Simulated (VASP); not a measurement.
# Relaxed cell of NbP: a test of cutoff and mesh, part 2 of 2

Aim: test the relaxed volume of NbP against cutoff and mesh. The starting structure is a computed structure from the Materials Project. The first relaxation on each setting starts from this cell expanded by 3 % in volume.

VASP 6.6.1.

Results so far: reference 15.53 Å³ an atom; a cutoff of 290 eV 15.48 Å³ an atom.

**4. Relaxation with a 6×6×6 mesh**

Level of this step: PBEsol; plane waves and PAW (Nb_sv, P) (VASP).

Against step 2 the input has a 6×6×6 mesh. This run starts from the cell of an earlier relaxation, which isn't shown; the restart sets up the plane waves anew.

The input, INCAR:

```
SYSTEM = NbP
PREC = Accurate
ENCUT = 450
EDIFF = 1E-06
NELM = 100
ISMEAR = 1
SIGMA = 0.15
LREAL = .FALSE.
ALGO = Normal
GGA = PS
NBANDS = 24
LASPH = .TRUE.
LORBIT = 11
LWAVE = .FALSE.
LCHARG = .FALSE.
KPAR = 8
IBRION = 2
NSW = 50
ISIF = 3
EDIFFG = -0.006
```

The input, POSCAR:

```
NbP
1.0
    0.0000000000     -3.3196821205      0.0000000000
   -3.3196821205      0.0000000000      0.0000000000
    1.6598410602     -1.6598410602     -5.6449427763
Nb P
2 2
Direct
    0.2501550789      0.2498449211      0.4996898422
    0.5001550789      0.4998449211      0.9996898422
    0.8324734911      0.6675265089      0.3350530178
    0.0824734911      0.9175265089      0.8350530178
```

The input, KPOINTS:

```
Automatic mesh
0
Gamma
6 6 6
0 0 0
```

Potentials, in the order of the species: Nb_sv and P (PBE family, release 64).

Started as:

```sh
$ mpirun -np 8 vasp_std
```

Log:

```text
[... set-up lines as in an earlier step ...]
 entering main loop
       N       E                     dE             d eps       ncg     rms          rms(c)
DAV:   1     0.314190320363E+03    0.31419E+03   -0.17892E+04  1448   0.134E+03
DAV:   2    -0.124736591585E+02   -0.32666E+03   -0.31947E+03  1736   0.497E+02
DAV:   3    -0.387609598197E+02   -0.26287E+02   -0.25968E+02  2680   0.103E+02
DAV:   4    -0.400756709094E+02   -0.13147E+01   -0.13106E+01  2104   0.199E+01
[...]
DAV:  11    -0.378024068719E+02    0.26526E-04   -0.12484E-04  1992   0.975E-02    0.210E-02
DAV:  12    -0.378024058526E+02    0.10193E-05   -0.76219E-06  2128   0.253E-02    0.483E-03
DAV:  13    -0.378024054658E+02    0.38683E-06   -0.33822E-07  1416   0.548E-03
   1 F= -.37802405E+02 E0= -.37801936E+02  d E =-.378024E+02
[...]
N       E                     dE             d eps       ncg     rms          rms(c)
DAV:   1    -0.378025267928E+02   -0.12094E-03   -0.48630E-03  1944   0.732E-01    0.840E-02
DAV:   2    -0.378024284280E+02    0.98365E-04   -0.45720E-04  2136   0.199E-01    0.327E-02
DAV:   3    -0.378024024751E+02    0.25953E-04   -0.57618E-05  2152   0.630E-02    0.122E-02
DAV:   4    -0.378024034107E+02   -0.93566E-06   -0.25631E-05  2592   0.238E-02    0.834E-03
DAV:   5    -0.378024045962E+02   -0.11855E-05   -0.72313E-07  1352   0.591E-03    0.576E-03
DAV:   6    -0.378024067578E+02   -0.21616E-05   -0.12688E-06  1336   0.905E-03    0.101E-03
DAV:   7    -0.378024067990E+02   -0.41228E-07   -0.46351E-07  1152   0.648E-03
   2 F= -.37802407E+02 E0= -.37801944E+02  d E =-.133322E-05
 trial-energy change:   -0.000001  1 .order   -0.000002   -0.000019    0.000016
 step:   0.5489(harm=  0.5489)  dis= 0.00004  next Energy=   -37.802411 (dE=-0.531E-05)
[...]
N       E                     dE             d eps       ncg     rms          rms(c)
DAV:   1    -0.378024359104E+02   -0.29153E-04   -0.10050E-03  1832   0.332E-01    0.382E-02
DAV:   2    -0.378024170284E+02    0.18882E-04   -0.98622E-05  2128   0.917E-02    0.152E-02
DAV:   3    -0.378024117861E+02    0.52422E-05   -0.12546E-05  2184   0.296E-02    0.580E-03
DAV:   4    -0.378024113469E+02    0.43925E-06   -0.45650E-06  1920   0.104E-02
   3 F= -.37802411E+02 E0= -.37801946E+02  d E =-.588109E-05
[...]
reached required accuracy - stopping structural energy minimisation
```

It took 16 s on 8 MPI ranks of Intel Xeon Platinum 8259CL at 2.50GHz (Skylake/Cascade Lake), shared host; peak memory 1.5 GiB; 2.1 min of CPU time.

From OUTCAR (step 4):

```text
  Total        0.0215012      0.0215012      0.0030726      0.0000000     -0.0000000      0.0000000
  in kB        0.5539554      0.5539554      0.0791614      0.0000000     -0.0000000      0.0000000
  external PRESSURE =       0.3956907 kB  Pullay stress =       0.0000000 kB

 POSITION                                       TOTAL-FORCE (eV/Angst)
 -----------------------------------------------------------------------------------
     -0.00000     -1.65976     -2.82005         0.000000     -0.000000      0.000773
     -0.00000     -3.31951     -5.64181         0.000000     -0.000000      0.000773
     -1.65976     -3.31951     -1.89084        -0.000000      0.000000     -0.000773
     -1.65976     -1.65976     -4.71260        -0.000000      0.000000     -0.000773
 -----------------------------------------------------------------------------------
    total drift:                               -0.000000      0.000000     -0.000290

  FREE ENERGIE OF THE ION-ELECTRON SYSTEM (eV)
  ---------------------------------------------------
  free  energy   TOTEN  =       -37.8024113469 eV

  energy  without entropy=      -37.8010147791  energy(sigma->0) =      -37.80194582

[... 1 part as in an earlier step ...]

[... 3 further parts left out ...]
[key lines of the parts left out:]
E-fermi :  10.9032
```

With a 6×6×6 mesh the cell ends at 15.547 Å³ an atom, +0.10 % from the reference; the bulk modulus is 198.7 GPa against 200.8 GPa.

**5. Relaxation with a cutoff of 600 eV**

Against step 2 the input has ENCUT = 600. This run starts from the cell of an earlier relaxation, which isn't shown; the restart sets up the plane waves anew.

INCAR, as its differences from that of step 4:

```diff
@@ -2,3 +2,3 @@
 PREC = Accurate
-ENCUT = 450
+ENCUT = 600
 EDIFF = 1E-06
```

The input, POSCAR:

```
NbP
1.0
    0.0000000000     -3.3192687242      0.0000000000
   -3.3192687242      0.0000000000      0.0000000000
    1.6596343620     -1.6596343620     -5.6434598447
Nb P
2 2
Direct
    0.2501910532      0.2498089468      0.4996178936
    0.5001910532      0.4998089468      0.9996178936
    0.8324375168      0.6675624832      0.3351249664
    0.0824375168      0.9175624832      0.8351249664
```

The input, KPOINTS:

```
Automatic mesh
0
Gamma
12 12 12
0 0 0
```

Started as:

```sh
$ mpirun -np 8 vasp_std
```

Log:

```text
[... set-up lines as in an earlier step ...]
 entering main loop
       N       E                     dE             d eps       ncg     rms          rms(c)
DAV:   1     0.390358100173E+03    0.39036E+03   -0.20688E+04  7824   0.167E+03
DAV:   2    -0.539376936670E+01   -0.39575E+03   -0.38671E+03  9032   0.584E+02
DAV:   3    -0.380992794813E+02   -0.32706E+02   -0.31963E+02 14336   0.123E+02
DAV:   4    -0.400596024218E+02   -0.19603E+01   -0.19525E+01 11784   0.252E+01
[...]
DAV:  11    -0.378365995462E+02    0.21992E-04   -0.12002E-04 12144   0.923E-02    0.204E-02
DAV:  12    -0.378365983348E+02    0.12114E-05   -0.75822E-06 11672   0.289E-02    0.478E-03
DAV:  13    -0.378365979187E+02    0.41611E-06   -0.44930E-07  7592   0.606E-03
   1 F= -.37836598E+02 E0= -.37836506E+02  d E =-.378366E+02
[...]
reached required accuracy - stopping structural energy minimisation
```

It took 47 s on 8 MPI ranks; peak memory 3 GiB.

From OUTCAR (step 5):

```text
  Total        0.0082707      0.0082707     -0.0196165     -0.0000000      0.0000000     -0.0000000
  in kB        0.2131180      0.2131180     -0.5054764     -0.0000000      0.0000000     -0.0000000
  external PRESSURE =      -0.0264134 kB  Pullay stress =       0.0000000 kB

 POSITION                                       TOTAL-FORCE (eV/Angst)
 -----------------------------------------------------------------------------------
     -0.00000     -1.65963     -2.81957        -0.000000      0.000000     -0.000603
     -0.00000     -3.31927     -5.64130        -0.000000      0.000000     -0.000603
     -1.65963     -3.31927     -1.89126         0.000000     -0.000000      0.000603
     -1.65963     -1.65963     -4.71299         0.000000     -0.000000      0.000603
 -----------------------------------------------------------------------------------
    total drift:                               -0.000001      0.000001      0.000101

  FREE ENERGIE OF THE ION-ELECTRON SYSTEM (eV)
  ---------------------------------------------------
  free  energy   TOTEN  =       -37.8365979187 eV

  energy  without entropy=      -37.8363209324  energy(sigma->0) =      -37.83650559

[... 2 parts as in an earlier step ...]

[... 2 further parts left out ...]
[key lines of the parts left out:]
E-fermi :  10.9237
```

With a cutoff of 600 eV the cell ends at 15.544 Å³ an atom, +0.08 % from the reference.

**6. Comparison**

```
               run  volume (Å³/atom)  change (%)  bulk modulus (GPa)  pressure left (GPa)  core minutes
         reference            15.532           -               200.8                 0.04          32.4
a cutoff of 290 eV            15.484       -0.31               204.0                  0.0          24.0
      a 6×6×6 mesh            15.547         0.1               198.7                 0.04          10.3
a cutoff of 600 eV            15.544        0.08                   -                  0.0          54.7
```

Core minutes are wall time times ranks, summed over the relaxations behind a row (those for a bulk modulus apart), on shared hosts.

**7. Results**

| Quantity | Value |
| --- | --- |
| volume of the reference | 15.53 Å³/atom |
| volume against the reference, a cutoff of 290 eV | -0.31 % |
| volume against the reference, a 6×6×6 mesh | +0.10 % |
| volume against the reference, a cutoff of 600 eV | +0.08 % |

In words: The volume moves most with a cutoff of 290 eV: -0.31 % against the reference (450 eV, 12×12×12 mesh). On finer settings it changes by +0.08 % with a cutoff of 600 eV. No finer mesh was run. The relaxations stop with up to 0.04 GPa left, which at the bulk modulus found here is 0.02 % of the volume, and more along a soft axis. A cell that shrinks at the lower cutoff is the usual mark of Pulay stress, the error that a plane-wave basis makes when it is kept while the volume changes. The bulk modulus stays within 2 %. Further runs on this material are not shown.

[Lines on the potential files, build, host, timing and source positions are cut from VASP's logs without a mark.]

[Logs are printed without paths, hosts, clocks, repeated set-up lines and the standing remarks that a program may print on its own settings, such as how far it seeks lower states.]

[Hosts, paths, dates, database ids (printed as entryN), source tags and the programs' standing remarks are cut or masked in the printed files.]
